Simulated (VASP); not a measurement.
All values below come from LDA (Ceperley-Alder, Perdew-Zunger), VASP's LDA PAW potentials (set 64) (plane waves; VASP).

VASP input:

POSCAR:
```
Cu3Sn
1
    0.0000000000     3.3240090000     3.3240090000
    3.3240090000     0.0000000000     3.3240090000
    3.3240090000     3.3240090000     0.0000000000
Sn Cu
1 3
Direct
  0.0000000000   0.0000000000   0.0000000000
  0.5000000000   0.5000000000   0.5000000000
  0.2500000000   0.2500000000   0.2500000000
  0.7500000000   0.7500000000   0.7500000000
```

INCAR:
```
LWAVE = .False.
SYSTEM = Cu3Sn
SIGMA = 0.1   ! width (eV)
LCHARG = .False.
LREAL = .False.
ALGO = Normal
ISIF = 2   ! forces and stress, cell fixed
LMAXMIX = 4
NELM = 100   ! most electronic steps
LASPH = .True.
ISMEAR = -1
ENCUT = 300   ! plane-wave cut-off (eV)
EDIFF = 1E-6   ! SCF stop (eV)
PREC = Accurate
```

### KPOINTS
```
Automatic mesh
0
Gamma
3 3 3
0 0 0
```

POTCAR, in this order: Sn_d Cu (LDA.64 set). Program: vasp_std.

Output

File OUTCAR:
```
 ion  position               nearest neighbor table
   1  0.000  0.000  0.000-   4 2.88   4 2.88   4 2.88   3 2.88   4 2.88   3 2.88   3 2.88   3 2.88
  LATTYP: Found a face centered cubic cell.
 ALAT       =     6.6480180000
 Subroutine PRICEL returns:
 Original cell was already a primitive cell.
 Subroutine GETGRP returns: Found 48 space group operations
The static configuration has the point symmetry O_h .
The dynamic configuration has the point symmetry O_h .
 Subroutine INISYM returns: Found 48 space group operations
 Subroutine IBZKPT returns following result:
 Found      4 irreducible k-points:

 Following reciprocal coordinates:
            Coordinates               Weight
  0.000000  0.000000  0.000000      1.000000
  0.333333  0.000000  0.000000      8.000000
  0.333333  0.333333  0.000000      6.000000
 -0.333333  0.333333  0.000000     12.000000
   k-points           NKPTS =      4   k-points in BZ     NKDIM =      4   number of bands    NBANDS=     28
   number of dos      NEDOS =    301   number of ions     NIONS =      4
   total plane-waves  NPLWV =  21952
   dimension x,y,z NGX =    28 NGY =   28 NGZ =   28
   dimension x,y,z NGXF=    56 NGYF=   56 NGZF=   56
   ions per type =               1   3
...
```

OSZICAR:
```
       N       E                     dE             d eps       ncg     rms          rms(c)
DAV:   1     0.338269582406E+03    0.33827E+03   -0.15536E+04   224   0.181E+03
DAV:   2     0.151188711308E+02   -0.32315E+03   -0.31561E+03   224   0.434E+02
DAV:   3    -0.179370750266E+02   -0.33056E+02   -0.31131E+02   244   0.164E+02
DAV:   4    -0.189535953727E+02   -0.10165E+01   -0.10096E+01   316   0.329E+01
DAV:   5    -0.189969003059E+02   -0.43305E-01   -0.43300E-01   320   0.554E+00    0.135E+01
DAV:   6    -0.193499759080E+02   -0.35308E+00   -0.49114E+01   284   0.122E+02    0.112E+01
DAV:   7    -0.164196778604E+02    0.29303E+01   -0.11283E+01   264   0.640E+01    0.216E+00
DAV:   8    -0.164170040449E+02    0.26738E-02   -0.11649E+00   324   0.200E+01    0.127E+00
DAV:   9    -0.164465227308E+02   -0.29519E-01   -0.29839E-01   300   0.133E+01    0.157E+00
DAV:  10    -0.163998890458E+02    0.46634E-01   -0.10336E-01   308   0.624E+00    0.454E-01
DAV:  11    -0.163975571550E+02    0.23319E-02   -0.13186E-02   352   0.144E+00    0.186E-01
DAV:  12    -0.163970066608E+02    0.55049E-03   -0.14277E-03   368   0.731E-01    0.527E-02
DAV:  13    -0.163969686542E+02    0.38007E-04   -0.32151E-04   296   0.329E-01    0.762E-03
DAV:  14    -0.163969705369E+02   -0.18827E-05   -0.33325E-05   340   0.882E-02    0.590E-03
DAV:  15    -0.163969705012E+02    0.35710E-07   -0.15473E-06   172   0.255E-02
   1 F= -.16396971E+02 E0= -.16366474E+02  d E =-.609939E-01
```

File OUTCAR:
```
------------------------ aborting loop because EDIFF is reached ----------------------------------------
  FORCE on cell =-STRESS in cart. coord.  units (eV):
  Direction    XX          YY          ZZ          XY          YZ          ZX
  --------------------------------------------------------------------------------------
  Total      -10.1008299    -10.1008299    -10.1008299     -0.0000000     -0.0000000      0.0000000
  in kB     -220.3185532   -220.3185532   -220.3185532     -0.0000000     -0.0000000      0.0000000
  external PRESSURE =    -220.3185532 kB  Pullay stress =       0.0000000 kB
  volume of cell :       73.45
      direct lattice vectors                 reciprocal lattice vectors
     0.000000000  3.324009000  3.324009000    -0.150420772  0.150420772  0.150420772
     3.324009000  0.000000000  3.324009000     0.150420772 -0.150420772  0.150420772
     3.324009000  3.324009000  0.000000000     0.150420772  0.150420772 -0.150420772
 POSITION                                       TOTAL-FORCE (eV/Angst)
 -----------------------------------------------------------------------------------
      0.00000      0.00000      0.00000         0.000000      0.000000      0.000000
      3.32401      3.32401      3.32401         0.000000      0.000000      0.000000
      1.66200      1.66200      1.66200        -0.000000      0.000000      0.000000
      4.98601      4.98601      4.98601         0.000000     -0.000000     -0.000000
 -----------------------------------------------------------------------------------
    total drift:                                0.000000      0.000000      0.000000
  FREE ENERGIE OF THE ION-ELECTRON SYSTEM (eV)
  ---------------------------------------------------
  free  energy   TOTEN  =       -16.3969705012 eV

  energy  without entropy=      -16.3359765553  energy(sigma->0) =      -16.36647353
```
(Selected blocks of OUTCAR.)

**OUTCAR**
```
 val. band max:        6.1067859084   @ k =   0.3333   0.3333   0.0000

 cond. band min:       6.4476146074   @ k =  -0.3333   0.3333   0.0000


 Fermi energy:         6.1579630359

 k-point     1 :       0.0000    0.0000    0.0000
  band No.  band energies     occupation
      1     -15.3526      2.00000
      2     -15.3526      2.00000
      3     -15.3526      2.00000
      4     -15.3244      2.00000
      5     -15.3244      2.00000
      6      -3.6460      2.00000
      7       2.3143      2.00000
      8       2.3143      2.00000
      9       2.3143      2.00000
     10       2.5548      2.00000
     11       2.5548      2.00000
     12       3.0311      2.00000
     13       3.0311      2.00000
     14       3.0311      2.00000
     15       3.5335      2.00000
     16       3.5335      2.00000
     17       3.5471      2.00000
     18       3.5471      2.00000
     19       3.5471      2.00000
     20       3.7426      2.00000
     21       3.7426      2.00000
     22       6.0019      1.65298
     23       7.7151      0.00000
     24       7.7151      0.00000
     25       7.7151      0.00000
     26       8.8936      0.00000
     27       9.1706      0.00000
     28       9.1706      0.00000

 k-point     2 :       0.3333    0.0000    0.0000
  band No.  band energies     occupation
      1     -15.3521      2.00000
      2     -15.3498      2.00000
      3     -15.3498      2.00000
      4     -15.3237      2.00000
      5     -15.3237      2.00000
      6      -2.6769      2.00000
      7       1.0222      2.00000
      8       2.3550      2.00000
      9       2.3550      2.00000
     10       2.7777      2.00000
     11       2.7777      2.00000
     12       2.8168      2.00000
     13       2.9724      2.00000
     14       2.9724      2.00000
     15       3.1669      2.00000
     16       3.2266      2.00000
     17       3.2266      2.00000
     18       3.6418      2.00000
     19       3.6418      2.00000
     20       3.7314      2.00000
...
```

At this cut-off the stress carries a Pulay error, which pulls relaxed volumes low.  Unless said otherwise, spin-orbit coupling is left out, though it shifts the bands of the heavy elements here.

The structure was generated: Cu3Sn was put into an ordered model structure, which need not be its known phase. The cell was not relaxed at this level. The k-mesh is coarse (spacing up to 0.55 per Å, 2π included), so the numbers may not be converged in it. The run is one of a series of settings (KPOINTS 3×3×3 Γ-centred mesh against the base run), some of them coarse on purpose. The electron count is odd and the run is not spin-polarised, which forces a metal.
